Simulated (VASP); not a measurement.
Given:

```
CELL_PARAMETERS angstrom
     -1.65507     1.65507     1.65507
      1.65507    -1.65507     1.65507
      1.65507     1.65507    -1.65507
ATOMIC_POSITIONS crystal
  Li 0.00000 0.00000 0.00000
```

Level of theory: revTPSS meta-GGA, VASP's PBE PAW potentials (set 64) (plane waves; VASP). Numerical set-up: 520 eV cut-off, 15×15×15 Γ-centred mesh, first-order Methfessel-Paxton smearing of 0.10 eV, potentials Li_sv.

**Question.** Give the stress tensor in GPa (positive for a compressed cell).

**Answer.** 
```
1.11  0.00  0.00
0.00  1.11  0.00
0.00  0.00  1.11
```
The pressure is its mean diagonal, 1.11 GPa.

The compound is Li in the bcc structure. This cell is one point of a volume scan, at 0.94 of the reference volume.
